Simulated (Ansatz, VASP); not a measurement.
## Sr3H38C12S12N6O43F36 in two plane-wave programs

Aim: how closely do two programs agree when they are given the same cell, functional and k mesh? The cell is taken from a series of runs on this material, whose earlier steps may have relaxed, scaled, displaced or heated it; both programs get it as it stands.

Program: Ansatz 0.2.0. Level of theory: plane waves, with VASP 6.6.1 beside it; single point at PBEsol. Results are calculated unless marked as measured.

## 1. The structure

The cell holds 150 atoms: 6 N, 12 S, 43 O, 12 C, 36 F, 38 H and 3 Sr. Cell: a = 12.398 Å, b = 12.398 Å, c = 12.398 Å, α = 90.0°, β = 90.0°, γ = 90.0°.

## 2. VASP: single point, PBEsol

A single point gives forces, pressure and levels at one fixed geometry, so differences don't come from the geometry; what else differs is listed under the comparison.

Lines of VASP's logs that name or quote its potential files are left out, and so is its time.

INCAR reads:

```
SYSTEM = Sr3H38C12S12N6O43F36
PREC = Accurate
ENCUT = 600
EDIFF = 1E-06
NELM = 120
ISMEAR = -1
SIGMA = 0.05
LREAL = Auto
ALGO = Normal
GGA = PS
NBANDS = 469
LORBIT = 11
LWAVE = .FALSE.
LCHARG = .FALSE.
ISIF = 2
LASPH = .TRUE.
GGA_COMPAT = .FALSE.
EFERMI = MIDGAP
```

POSCAR reads:

```
Sr3H38C12S12N6O43F36
1.0
   12.3977400000      0.0000000000      0.0000000000
    0.0000000000     12.3977400000      0.0000000000
    0.0000000000      0.0000000000     12.3977400000
N S O C F H Sr
6 12 43 12 36 38 3
Direct
    0.0359200000      0.8810200000      0.5057400000
    0.5817500000      0.0725300000      0.8891600000
    0.1575400000      0.2850200000      0.7050500000
    0.2539500000      0.7282300000      0.0539300000
    0.9459700000      0.2577100000      0.2561900000
    0.6556500000      0.6040700000      0.6579300000
    0.1053300000      0.8172300000      0.4210200000
    0.9086900000      0.8648700000      0.5012700000
    0.5299200000      0.0189600000      0.9925600000
    0.6851300000      0.1454700000      0.8796900000
    0.0718400000      0.3110400000      0.6137000000
    0.2800700000      0.3175200000      0.6924300000
    0.2099100000      0.7330600000      0.9334900000
    0.2109500000      0.6522600000      0.1458700000
    0.8375900000      0.3097900000      0.2969100000
    0.9947900000      0.2920900000      0.1443200000
    0.6362400000      0.5486600000      0.5459700000
    0.7597600000      0.5819200000      0.7278400000
    0.0630500000      0.7100200000      0.3968900000
    0.2184300000      0.8247400000      0.4490300000
    0.8580600000      0.9089000000      0.4047200000
    0.8736500000      0.7572400000      0.5337400000
    0.6066200000      0.9836500000      0.0744400000
    0.4474300000      0.9452300000      0.9589100000
    0.7019400000      0.1659900000      0.7657000000
    0.6859200000      0.2392100000      0.9512000000
    0.0740700000      0.4218000000      0.5737600000
    0.9684800000      0.2689700000      0.6471900000
    0.3463900000      0.2483200000      0.7587900000
    0.3142600000      0.3336800000      0.5804800000
[... 114 atom lines left out ...]
    0.3425700000      0.7349200000      0.6875000000
    0.5331600000      0.5767000000      0.2553200000
    0.5312900000      0.6972200000      0.2149700000
    0.7851000000      0.4187100000      0.9847800000
    0.9322300000      0.5542200000      0.4725500000
    0.3821700000      0.6961000000      0.4256400000
```

KPOINTS reads:

```
Automatic mesh
0
Gamma
1 1 1
0 0 0
```

Potentials, in the order of the species: N, S, O, C, F, H and Sr_sv (PBE family, release 64).

Command:

```
$ export OMP_NUM_THREADS=3
$ mpirun -np 1 vasp_gam
```

Numbers of over 12 decimals in the logs are rounded to 6 here.

The program printed:

```text
[banner, memory and clock lines left out]
running    1 mpi-ranks, on    1 nodes
[...]
Offloading initialized ...    1 GPUs detected
[...]
|                                                                             |
|               ----> ADVICE to this user running VASP <----                  |
|                                                                             |
|     You enforced a specific xc type in the INCAR file but a different       |
|     [... a line on the potential file left out ...]
|     I HOPE YOU KNOW WHAT YOU ARE DOING!                                     |
|                                                                             |

 LDA part: xc-table for (Slater+PW92), standard interpolation
 POSCAR, INCAR and KPOINTS ok, starting setup
[...]
entering main loop
       N       E                     dE             d eps       ncg     rms          rms(c)
DAV:   1     0.769809447061E+04    0.76981E+04   -0.47287E+05   962   0.170E+03
DAV:   2    -0.211558712871E+03   -0.79097E+04   -0.76431E+04  1143   0.410E+02
DAV:   3    -0.898453732848E+03   -0.68690E+03   -0.68154E+03  1124   0.126E+02
DAV:   4    -0.914687729909E+03   -0.16234E+02   -0.16135E+02  1132   0.199E+01
[...]
DAV:  19    -0.834308235680E+03    0.18268E-05   -0.29774E-06   972   0.485E-03    0.480E-03
DAV:  20    -0.834308234601E+03    0.10795E-05   -0.11080E-06   740   0.442E-03    0.173E-03
DAV:  21    -0.834308234387E+03    0.21349E-06   -0.10542E-06   740   0.349E-03
   1 F= -.83430823E+03 E0= -.83430823E+03  d E =0.000000E+00
```

OUTCAR, selected parts (step 2):

```text
  FREE ENERGIE OF THE ION-ELECTRON SYSTEM (eV)
  ---------------------------------------------------
  free  energy   TOTEN  =      -834.3082343874 eV

  energy  without entropy=     -834.3082343874  energy(sigma->0) =     -834.30823439
```

The run ends at a pressure of 0.59 GPa, with forces up to 0.51 eV/Å.

## 3. Ansatz: single point, PBEsol

Ansatz runs on its default PAW (the set named soft_2) files.

The same cell, functional, mesh and smearing now go to Ansatz, which takes its cutoff from its data sets.

input.yaml reads:

```yaml
crystal:
  lattice:
    - [12.39774, 0.0, 0.0]
    - [0.0, 12.39774, 0.0]
    - [0.0, 0.0, 12.39774]
  atoms:
    - { symbol: "N", position: [0.03592, 0.88102, 0.50574] }
    - { symbol: S, position: [0.10533, 0.81723, 0.42102] }
    - { symbol: O, position: [0.06305, 0.71002, 0.39689] }
    - { symbol: O, position: [0.21843, 0.82474, 0.44903] }
    - { symbol: C, position: [0.09194, 0.8986, 0.29236] }
    - { symbol: F, position: [0.06728, 0.99968, 0.31836] }
    - { symbol: F, position: [0.014, 0.85751, 0.23046] }
    - { symbol: F, position: [0.18414, 0.89833, 0.23787] }
    - { symbol: S, position: [0.90869, 0.86487, 0.50127] }
    - { symbol: O, position: [0.85806, 0.9089, 0.40472] }
    - { symbol: O, position: [0.87365, 0.75724, 0.53374] }
    - { symbol: C, position: [0.87331, 0.96148, 0.61082] }
    - { symbol: F, position: [0.76633, 0.96528, 0.61727] }
    - { symbol: F, position: [0.9109, 0.05825, 0.58621] }
    - { symbol: F, position: [0.91561, 0.92928, 0.70364] }
    - { symbol: "N", position: [0.58175, 0.07253, 0.88916] }
    - { symbol: S, position: [0.52992, 0.01896, 0.99256] }
    - { symbol: O, position: [0.60662, 0.98365, 0.07444] }
    - { symbol: O, position: [0.44743, 0.94523, 0.95891] }
    - { symbol: C, position: [0.4555, 0.13169, 0.05991] }
    - { symbol: F, position: [0.40184, 0.19118, 0.98857] }
    - { symbol: F, position: [0.5218, 0.19583, 0.11588] }
    - { symbol: F, position: [0.38354, 0.08917, 0.12995] }
    - { symbol: S, position: [0.68513, 0.14547, 0.87969] }
    - { symbol: O, position: [0.70194, 0.16599, 0.7657] }
    - { symbol: O, position: [0.68592, 0.23921, 0.9512] }
    - { symbol: C, position: [0.80457, 0.06212, 0.92379] }
    - { symbol: F, position: [0.89227, 0.09883, 0.87449] }
    - { symbol: F, position: [0.78819, 0.95954, 0.89637] }
    - { symbol: F, position: [0.81762, 0.06873, 0.02988] }
    - { symbol: "N", position: [0.15754, 0.28502, 0.70505] }
    - { symbol: S, position: [0.07184, 0.31104, 0.6137] }
    - { symbol: O, position: [0.07407, 0.4218, 0.57376] }
    - { symbol: O, position: [0.96848, 0.26897, 0.64719] }
    - { symbol: C, position: [0.11074, 0.22038, 0.49661] }
    - { symbol: F, position: [0.17138, 0.13876, 0.53258] }
    - { symbol: F, position: [0.16654, 0.27411, 0.42188] }
    - { symbol: F, position: [0.02177, 0.18146, 0.4531] }
    - { symbol: S, position: [0.28007, 0.31752, 0.69243] }
    - { symbol: O, position: [0.34639, 0.24832, 0.75879] }
    - { symbol: O, position: [0.31426, 0.33368, 0.58048] }
    - { symbol: C, position: [0.28945, 0.45633, 0.75455] }
    - { symbol: F, position: [0.20335, 0.47452, 0.81493] }
    - { symbol: F, position: [0.29403, 0.5303, 0.67623] }
    - { symbol: F, position: [0.37825, 0.46346, 0.81466] }
    - { symbol: "N", position: [0.25395, 0.72823, 0.05393] }
    - { symbol: S, position: [0.20991, 0.73306, 0.93349] }
    - { symbol: O, position: [0.1163, 0.66761, 0.9084] }
    - { symbol: O, position: [0.30145, 0.727, 0.86058] }
    - { symbol: C, position: [0.15664, 0.87379, 0.92394] }
    - { symbol: F, position: [0.13776, 0.89515, 0.82028] }
    - { symbol: F, position: [0.2249, 0.94579, 0.9636] }
    - { symbol: F, position: [0.06389, 0.87911, 0.97874] }
    - { symbol: S, position: [0.21095, 0.65226, 0.14587] }
    - { symbol: O, position: [0.26175, 0.68335, 0.24655] }
    - { symbol: O, position: [0.09637, 0.63006, 0.14686] }
    - { symbol: C, position: [0.27568, 0.52045, 0.11354] }
    - { symbol: F, position: [0.26506, 0.45231, 0.19741] }
    - { symbol: F, position: [0.3805, 0.53322, 0.09427] }
    - { symbol: F, position: [0.23014, 0.47588, 0.02713] }
    - { symbol: "N", position: [0.94597, 0.25771, 0.25619] }
    - { symbol: S, position: [0.83759, 0.30979, 0.29691] }
    - { symbol: O, position: [0.77696, 0.3662, 0.21245] }
    - { symbol: O, position: [0.85113, 0.36678, 0.398] }
    - { symbol: C, position: [0.75425, 0.18742, 0.32943] }
    - { symbol: F, position: [0.65027, 0.21605, 0.32551] }
    - { symbol: F, position: [0.77762, 0.15192, 0.42731] }
    - { symbol: F, position: [0.77211, 0.11108, 0.25687] }
    - { symbol: S, position: [0.99479, 0.29209, 0.14432] }
    - { symbol: O, position: [0.92323, 0.28126, 0.05242] }
    - { symbol: O, position: [0.05377, 0.39388, 0.15051] }
    - { symbol: C, position: [0.09944, 0.18655, 0.12336] }
    - { symbol: F, position: [0.05381, 0.09082, 0.11102] }
    - { symbol: F, position: [0.16802, 0.18435, 0.20626] }
    - { symbol: F, position: [0.15261, 0.21325, 0.03408] }
    - { symbol: "N", position: [0.65565, 0.60407, 0.65793] }
    - { symbol: S, position: [0.63624, 0.54866, 0.54597] }
    - { symbol: O, position: [0.72622, 0.55264, 0.47079] }
    - { symbol: O, position: [0.53173, 0.57986, 0.50515] }
    - { symbol: C, position: [0.62081, 0.40276, 0.57797] }
    - { symbol: F, position: [0.71465, 0.36239, 0.61069] }
    - { symbol: F, position: [0.58884, 0.35056, 0.48926] }
    - { symbol: F, position: [0.54749, 0.38951, 0.65526] }
    - { symbol: S, position: [0.75976, 0.58192, 0.72784] }
    - { symbol: O, position: [0.7332, 0.51245, 0.81819] }
    - { symbol: O, position: [0.8571, 0.55518, 0.6674] }
    - { symbol: C, position: [0.78498, 0.71687, 0.79316] }
    - { symbol: F, position: [0.74806, 0.71498, 0.89371] }
    - { symbol: F, position: [0.73696, 0.79436, 0.73866] }
    - { symbol: F, position: [0.89138, 0.73168, 0.79557] }
    - { symbol: O, position: [0.29803, 0.50024, 0.42772] }
    - { symbol: H, position: [0.34097, 0.44772, 0.38439] }
    - { symbol: H, position: [0.29302, 0.46153, 0.49697] }
    - { symbol: O, position: [0.52629, 0.89762, 0.63518] }
    - { symbol: H, position: [0.54676, 0.88518, 0.55904] }
    - { symbol: H, position: [0.5139, 0.97574, 0.64314] }
    - { symbol: O, position: [0.87228, 0.62576, 0.28754] }
    - { symbol: H, position: [0.93751, 0.66008, 0.25896] }
    - { symbol: H, position: [0.8164, 0.6847, 0.29915] }
    - { symbol: O, position: [0.56757, 0.44717, 0.21825] }
    - { symbol: H, position: [0.64202, 0.42387, 0.23354] }
    - { symbol: H, position: [0.51761, 0.39885, 0.25955] }
    - { symbol: O, position: [0.07806, 0.48405, 0.35562] }
    - { symbol: H, position: [0.07624, 0.46226, 0.27952] }
    - { symbol: H, position: [0.15492, 0.49036, 0.3759] }
    - { symbol: O, position: [0.42352, 0.17582, 0.46102] }
    - { symbol: H, position: [0.47282, 0.16253, 0.52485] }
    - { symbol: H, position: [0.35882, 0.20443, 0.49675] }
    - { symbol: O, position: [0.97644, 0.5063, 0.97217] }
    - { symbol: H, position: [0.01813, 0.48453, 0.03604] }
    - { symbol: H, position: [0.0123, 0.57339, 0.94902] }
    - { symbol: O, position: [0.51409, 0.12709, 0.64658] }
    - { symbol: H, position: [0.46024, 0.15791, 0.69623] }
    - { symbol: H, position: [0.58443, 0.14101, 0.68205] }
    - { symbol: O, position: [0.61309, 0.76211, 0.11226] }
    - { symbol: H, position: [0.61148, 0.8399, 0.09411] }
    - { symbol: H, position: [0.57334, 0.72547, 0.04865] }
    - { symbol: O, position: [0.52441, 0.66525, 0.95232] }
    - { symbol: H, position: [0.52898, 0.58622, 0.96157] }
    - { symbol: H, position: [0.45083, 0.68395, 0.93031] }
    - { symbol: O, position: [0.4261, 0.99159, 0.34529] }
    - { symbol: H, position: [0.42545, 0.01223, 0.26972] }
    - { symbol: H, position: [0.42031, 0.05964, 0.38795] }
    - { symbol: O, position: [0.41522, 0.33955, 0.32501] }
    - { symbol: H, position: [0.43089, 0.27921, 0.37795] }
    - { symbol: H, position: [0.36636, 0.30836, 0.27212] }
    - { symbol: O, position: [0.9021, 0.34992, 0.83935] }
    - { symbol: H, position: [0.96583, 0.39204, 0.85928] }
    - { symbol: H, position: [0.91697, 0.31565, 0.76939] }
    - { symbol: O, position: [0.57801, 0.45034, 0.0058] }
    - { symbol: H, position: [0.56451, 0.44628, 0.08625] }
    - { symbol: H, position: [0.53779, 0.39097, 0.97386] }
    - { symbol: O, position: [0.53507, 0.83301, 0.42417] }
    - { symbol: H, position: [0.5054, 0.89918, 0.38672] }
    - { symbol: H, position: [0.60044, 0.8084, 0.3849] }
    - { symbol: O, position: [0.75666, 0.57966, 0.10465] }
    - { symbol: H, position: [0.71771, 0.64845, 0.0964] }
    - { symbol: H, position: [0.80211, 0.58878, 0.17008] }
    - { symbol: O, position: [0.71986, 0.77415, 0.30685] }
    - { symbol: H, position: [0.7642, 0.83851, 0.32322] }
    - { symbol: H, position: [0.68934, 0.77861, 0.23291] }
    - { symbol: O, position: [0.37822, 0.7511, 0.61931] }
    - { symbol: H, position: [0.43127, 0.8115, 0.63611] }
    - { symbol: H, position: [0.34257, 0.73492, 0.6875] }
    - { symbol: O, position: [0.50266, 0.64902, 0.27179] }
    - { symbol: H, position: [0.53316, 0.5767, 0.25532] }
    - { symbol: H, position: [0.53129, 0.69722, 0.21497] }
    - { symbol: Sr, position: [0.7851, 0.41871, 0.98478] }
    - { symbol: Sr, position: [0.93223, 0.55422, 0.47255] }
    - { symbol: Sr, position: [0.38217, 0.6961, 0.42564] }
kpoints:
  mp_grid: { grid: [1, 1, 1] }
hamiltonian:
  xc: pbesol
scf:
  occupations: { method: fermi_dirac, width: 0.05 }
output:
  forces: true
  stress: true
  populations: true
  dos:
    method: { smearing: { sigma: 0.08 } }
    de: 0.1
    projected: { site_lists: { C: [C], F: [F], H: [H], "N": ["N"], O: [O] } }
  eigenvalues: true
  write_density: true
  write_potential: true
  volumetric_format: npy
```

Command:

```
$ ansatz run input.yaml --threads 4 --pin off --max-ram 8192MiB --backend cpu --events-out ev --progress --plain --runs-dir out
```

The program printed:

```text
Engine: ansatz 0.2.0, aarch64-unknown-linux-gnu
Pseudopotentials: kind: paw
Pseudopotential: N, paw, valence charge 5, recommended cutoff 420 eV (normal), N.paw.azcp
Pseudopotential: S, paw, valence charge 6, recommended cutoff 420 eV (normal), S.paw.azcp
Pseudopotential: O, paw, valence charge 6, recommended cutoff 420 eV (normal), O.paw.azcp
Pseudopotential: C, paw, valence charge 4, recommended cutoff 420 eV (normal), C.paw.azcp
Pseudopotential: F, paw, valence charge 7, recommended cutoff 420 eV (normal), F.paw.azcp
Pseudopotential: H, paw, valence charge 1, recommended cutoff 420 eV (normal), H.paw.azcp
Pseudopotential: Sr, paw, valence charge 10, recommended cutoff 420 eV (normal), Sr.paw.azcp
Functional definition: PBEsol
  exchange = pbesol_x
  correlation = pbesol_c
Crystal: 150 atoms, lattice volume = 1905.582 Å³
Basis set: ecut = 420 eV, 37385 PW (Γ), exchange–correlation on 180×180×180 points (8 copies of the dense FFT grid, shifted against one another)
Bands: 514, of which v1, the nominal top of the filled ones, is band 364 counted from 1 (363 counted from 0)
Symmetry: 1 space group operations
Space group: P1 (ITA 1), of the structure as read, at distance tolerance 1.2e-4 Å
k-points: 1
Non-local potential: N, projectors of the file, l = 0: 2, l = 1: 2, l = 2: 1
Non-local potential: S, projectors of the file, l = 0: 2, l = 1: 2, l = 2: 2
Non-local potential: O, projectors of the file, l = 0: 2, l = 1: 2, l = 2: 1
Non-local potential: C, projectors of the file, l = 0: 2, l = 1: 2, l = 2: 1
Non-local potential: F, projectors of the file, l = 0: 2, l = 1: 2, l = 2: 1
Non-local potential: H, projectors of the file, l = 0: 2, l = 1: 1
Non-local potential: Sr, projectors of the file, l = 0: 3, l = 1: 2, l = 2: 2
PAW form: soft (Blöchl's): semilocal exchange-correlation on the pseudo side does not see the compensation charge
PAW frozen core: N, regenerated for the run's functional, and the local potential with it (the file was generated under x = pbe(κ = 0.804, μ = 0.219515), c = pbe(β = 0.066725))
PAW frozen core: S, regenerated for the run's functional, and the local potential with it (the file was generated under x = pbe(κ = 0.804, μ = 0.219515), c = pbe(β = 0.066725))
PAW frozen core: O, regenerated for the run's functional, and the local potential with it (the file was generated under x = pbe(κ = 0.804, μ = 0.219515), c = pbe(β = 0.066725))
PAW frozen core: C, regenerated for the run's functional, and the local potential with it (the file was generated under x = pbe(κ = 0.804, μ = 0.219515), c = pbe(β = 0.066725))
PAW frozen core: F, regenerated for the run's functional, and the local potential with it (the file was generated under x = pbe(κ = 0.804, μ = 0.219515), c = pbe(β = 0.066725))
PAW frozen core: Sr, regenerated for the run's functional, and the local potential with it (the file was generated under x = pbe(κ = 0.804, μ = 0.219515), c = pbe(β = 0.066725))
PAW one-centre angular grid: N, 110 points (default); XC on 64 Gauss nodes
PAW one-centre angular grid: S, 110 points (default); XC on 64 Gauss nodes
PAW one-centre angular grid: O, 110 points (default); XC on 64 Gauss nodes
PAW one-centre angular grid: C, 110 points (default); XC on 64 Gauss nodes
PAW one-centre angular grid: F, 110 points (default); XC on 64 Gauss nodes
PAW one-centre angular grid: H, 110 points (default); XC on 64 Gauss nodes
PAW one-centre angular grid: Sr, 110 points (default); XC on 64 Gauss nodes
Initial density: superposition of atomic densities (neutral atoms: chi_scale 0, normalization atom), corrected by the library's trained network
Initial wavefunctions: pseudopotential atomic-orbital guess
Functional: x = pbesol(κ = 0.804, μ = 0.123457), c = pbesol(β = 0.046)
SCF iter   1: F=—  HF=-79836.127577 eV  |F-HF|=—  |Δ(HF+E_count)|=         —  Δρ=8.21e-3  dr2=9.08e-1  ethr=1.77e-3  ⟨swp⟩=7.0  Hψ=2648  notcnv=0  defer=69
preconditioner: auto → Resta (q_TF=auto, 2.324 Å⁻¹)  ε∞=2.7  [insulator: Δε(μ)=5.381 eV  Ē_g=17.353 eV  σ=0.050 eV  W_gap=1.00  n_scr=436 (ndim 8)  ℏωp=22.5 eV  f_vac=0.273  D(μ)=0.00/eV (n_scr^D=0)  ε∞_Penn≈2.7]
SCF iter   2: F=—  HF=-79835.881675 eV  |F-HF|=—  |Δ(HF+E_count)|=   2.46e-1  Δρ=2.82e-3  dr2=1.39e-1  ethr=1.25e-4  ⟨swp⟩=2.0  Hψ=803  notcnv=0  defer=146
SCF iter   3: F=—  HF=-79835.877926 eV  |F-HF|=—  |Δ(HF+E_count)|=   3.75e-3  Δρ=1.37e-3  dr2=3.85e-2  ethr=1.91e-5  ⟨swp⟩=2.0  Hψ=691  notcnv=0  defer=146
SCF iter   4: F=—  HF=-79835.875428 eV  |F-HF|=—  |Δ(HF+E_count)|=   2.50e-3  Δρ=4.79e-4  dr2=6.41e-3  ethr=5.29e-6  ⟨swp⟩=2.0  Hψ=649  notcnv=0  defer=146
SCF iter   5: F=—  HF=-79835.874659 eV  |F-HF|=—  |Δ(HF+E_count)|=   7.69e-4  Δρ=2.30e-4  dr2=1.19e-3  ethr=8.81e-7  ⟨swp⟩=2.0  Hψ=687  notcnv=0  defer=146
[...]
max |Σ_I F_I| component: 1.91e-5 eV/Å
--- Stress (GPa, compression-positive) ---
        0.371693       0.180726      -0.063670
        0.180726       0.420620      -0.116843
       -0.063670      -0.116843       0.634193
  P = ⅓ Tr σ = 0.4755 GPa (4.755 kbar)
--- Band table (eV) ---
  k-point 0: bands = [... 360 lower, 0.0728, 0.1342, 0.1448, 0.3634, 5.5327, 5.7802, 6.0226, 6.0856, ... 146 higher]
--- Löwdin populations: 150 sites ---
  site symbol       q [e]
     0      N      5.8640
     1      S      3.8415
     2      O      6.7730
     3      O      6.7414
     4      C      3.3276
     5      F      7.1966
     6      F      7.2033
     7      F      7.1903
     8      S      3.8674
     9      O      6.7242
    10      O      6.7670
    11      C      3.2965
    12      F      7.1926
    13      F      7.1837
    14      F      7.1915
    15      N      5.8882
    16      S      3.8127
    17      O      6.7305
    18      O      6.6874
    19      C      3.3505
    20      F      7.1942
    21      F      7.2081
    22      F      7.2164
    23      S      3.8440
[...]
142      H      0.6181
   143      H      0.5888
   144      O      6.7864
   145      H      0.6193
   146      H      0.6192
   147     Sr      8.2592
   148     Sr      8.2632
   149     Sr      8.2508
  spilling = 0.014496 (of n_electrons = 728.000000)
```

(Continued in part 2 of 2.)

[Lines on the potential files, build, host, timing and source positions are cut from VASP's logs without a mark.]

[Logs are printed without paths, hosts, clocks, repeated set-up lines and the standing remarks that a program may print on its own settings, such as how far it seeks lower states.]

[Hosts, paths, dates, database ids (printed as entryN), source tags and the programs' standing remarks are cut or masked in the printed files.]
